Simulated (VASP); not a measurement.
An input for Ansatz (written as the equivalent of a VASP run, and not itself run):

Ansatz 0.2 input:
```yaml
crystal:
  lattice:
    - [0.0000000, 2.5905059, 2.5905059]
    - [2.5905059, 0.0000000, 2.5905059]
    - [2.5905059, 2.5905059, 0.0000000]
  atoms:
    - { symbol: Be, position: [0.0000000, 0.0000000, 0.0000000] }
    - { symbol: Se, position: [0.2500000, 0.2500000, 0.2500000] }
kpoints:
  mp_grid: { grid: [8, 8, 8] }
hamiltonian:
  xc: pbe
  pseudopotentials: { kind: paw }
scf:
  occupations: { method: gaussian, width: 0.05 }
  max_iter: 100
relax:
  max_steps: 60
  f_tol: 0.01
  cell: {}
output: { forces: true, stress: true, eigenvalues: true }
```

**Question.** Write the VASP files for the same calculation (PBE).

**Answer.** One answer among several that fit: 
### INCAR
```
# general
SYSTEM  = BeSe
PREC    = Accurate
ENCUT   = 400   # plane-wave cut-off (eV)
LREAL   = F   # projection in real space or not
LASPH   = T   # aspherical one-centre terms

# electronic loop
EDIFF   = 1E-6   # SCF stop (eV)
NELM    = 100   # most electronic steps
ALGO    = Normal
LMAXMIX = 4

# smearing
ISMEAR  = 0
SIGMA   = 0.05

# functional
GGA     = PE

# ions
IBRION  = 2
NSW     = 60
ISIF    = 3
EDIFFG  = -0.01

# output
LWAVE   = F
LCHARG  = F
```

File KPOINTS:
```
K-points
0
Gamma
8 8 8
```

### POSCAR
```
BeSe
1
   -0.0000000000     2.5905058655     2.5905058655
    2.5905058655    -0.0000000000     2.5905058655
    2.5905058655     2.5905058655     0.0000000000
Be Se
1 1
Direct
  0.0000000000   0.0000000000   0.0000000000
  0.2500000000   0.2500000000   0.2500000000
```

POTCAR, in this order: Be Se (PBE.64 set). Program: vasp_std.

What does not carry over: each code has its own PAW files, so the cut-off isn't converted (ENCUT is set for VASP's; basis.ecutwfc is left out, and Ansatz then takes the one that its files recommend); Ansatz stops its SCF on the density residual and VASP on the energy change (EDIFF).

The compound is BeSe in the zinc blende structure. It was relaxed first. The start is the result of an earlier pass.
